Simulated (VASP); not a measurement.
Consider the following.

```yaml
crystal:
  lattice:
    - [2.68101, 0.00000, 0.00000]
    - [0.00000, 2.68101, 0.00000]
    - [0.00000, 0.00000, 3.70851]
  atoms:
    - { symbol: Fe, position: [0.00000, 0.00000, 0.00000], spin: 2.8 }
    - { symbol: Pt, position: [0.50000, 0.50000, 0.50000], spin: 0.3 }
```

The numbers are results of AM05 GGA, VASP's PBE PAW potentials (set 64) (plane waves; VASP 6.6.1), not measurements. Run with 520 eV cut-off, Gaussian smearing of 0.050 eV, potentials Fe Pt.

**Question.** Give the spin-up energies of bands 1 to 12 at the high-symmetry points, in eV from the Fermi level.

**Answer.** 
```
band      Γ      X      M      Z      R      A
----  -----  -----  -----  -----  -----  -----
1     -9.94  -6.42  -7.22  -8.12  -6.81  -6.42
2     -6.62  -5.05  -5.96  -6.03  -6.78  -5.06
3     -6.48  -4.68  -5.96  -5.94  -3.76  -5.06
4     -3.47  -4.42  -5.93  -3.66  -3.76  -4.19
5     -3.47  -3.49  -1.18  -2.94  -3.46  -3.53
6     -2.99  -3.40  -0.91  -2.57  -3.03  -3.53
7     -1.97  -2.76  -0.39  -2.22  -1.06  -2.20
8     -1.85  -2.40  -0.37  -2.22  -0.76  -1.81
9     -0.41  -2.04  -0.37  -2.17  -0.72  -0.91
10    -0.27  -1.62   0.74  -2.17  -0.64   0.74
11    -0.27   0.34   1.64  -1.67  -0.41   7.01
12     2.07   2.27   1.64  -0.75  -0.29   7.01
```

**Question.** Give the spin-down energies of bands 1 to 12 at the high-symmetry points, in eV from the Fermi level.

**Answer.** 
| band | Γ | X | M | Z | R | A |
|---|---|---|---|---|---|---|
| 1 | -9.74 | -6.25 | -6.83 | -7.99 | -6.40 | -6.22 |
| 2 | -6.11 | -4.81 | -5.20 | -5.80 | -6.29 | -4.82 |
| 3 | -6.07 | -4.45 | -5.20 | -5.44 | -3.00 | -4.82 |
| 4 | -2.42 | -3.58 | -4.96 | -2.70 | -2.99 | -2.16 |
| 5 | -2.42 | -2.53 | 1.06 | -1.91 | -2.28 | -1.55 |
| 6 | -0.83 | -1.36 | 1.27 | -1.91 | -0.52 | -1.42 |
| 7 | -0.70 | -1.27 | 1.65 | -1.45 | -0.49 | -1.42 |
| 8 | 0.49 | -1.00 | 1.84 | -0.50 | -0.47 | 0.68 |
| 9 | 1.67 | 0.44 | 1.84 | 0.01 | 1.01 | 1.07 |
| 10 | 1.79 | 0.76 | 1.88 | 0.49 | 1.57 | 1.92 |
| 11 | 1.79 | 2.58 | 1.88 | 0.49 | 1.61 | 7.82 |
| 12 | 2.34 | 2.75 | 1.92 | 1.41 | 1.67 | 7.82 |

It has no gap at this level: it comes out as a metal or semimetal.

The compound is FePt in the L1_0 structure. It was relaxed first.
